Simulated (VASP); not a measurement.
Input:

```
KI
1.0
    0.00000     3.50758     3.50758
    3.50758     0.00000     3.50758
    3.50758     3.50758     0.00000
K I
1 1
Direct
  0.00000   0.00000   0.00000
  0.50000   0.50000   0.50000
```

Computed with PBEsol GGA, VASP's PBE PAW potentials (set 64) (plane waves; VASP). Settings: 400 eV cut-off, Gaussian smearing of 0.050 eV, potentials K_sv I.

Unless said otherwise, spin-orbit coupling is left out, though it shifts the bands of the heavy elements here.

What does the run give for the band gap (along the path) with the smallest direct gap where there is one?

| Quantity | Value |
|---|---|
| band gap (along the path) | 3.86 eV |
| smallest direct gap (along the path) | 3.86 eV |

Total energies compare only between runs with the same potentials, cut-off and functional.

The structure was generated: KI was put into the rock salt type (Fm-3m), which need not be its known phase. It was relaxed first, which changed the volume by -14 %.
